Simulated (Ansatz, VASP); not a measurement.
One calculation of Al12H4C, two programs

```
CELL_PARAMETERS angstrom
5.72757 0.00000 0.00000
2.86378 4.96022 0.00000
0.00000 0.00000 17.67654
ATOMIC_POSITIONS crystal
Al 0.16667 0.16667 0.05657
Al 0.66667 0.16667 0.05657
Al 0.16667 0.66667 0.05657
Al 0.66667 0.66667 0.05657
Al 0.83330 0.33337 0.18940
Al 0.33325 0.33344 0.18924
Al 0.83337 0.83336 0.18924
Al 0.33330 0.83331 0.18924
Al 0.99996 0.00026 0.32213
Al 0.49997 0.00003 0.32165
Al 0.99976 0.50005 0.32213
Al 0.50015 0.49986 0.32214
C 0.49266 0.00979 0.52533
H 0.67391 0.00809 0.50462
H 0.31339 0.19067 0.50433
H 0.49135 0.83011 0.50456
H 0.49208 0.01025 0.58731
```

Alike in both runs: functional PBE; dispersion D3(BJ); k mesh 3 × 3 × 1; occupations gaussian, width 0.1 eV; no spin polarisation.

Ansatz relaxed the structure, and its values are those at the end. VASP's run is a single point on that final structure, the one shown.

|  | VASP | Ansatz |
| --- | --- | --- |
| version | VASP 6.6.1 | Ansatz 0.2.0 |
| potentials or method | VASP PAW PBE potentials, release 64 (Al, C, H) | scalar-relativistic, plane waves, PAW |
| plane-wave cutoff (eV) | 520 | 420 |
| valence electrons in the cell | 44 | 44 |

Ansatz gave:

* rms of the force components (eV/Å): 0.002
* dispersion energy (meV/atom): -170.8

Q: Estimate VASP's values.

A: rms of the force components (eV/Å): 0.006; dispersion energy (meV/atom): -170.8.

Caveats: the k mesh is coarse (spacing up to 0.42 Å⁻¹), so the values aren't converged.
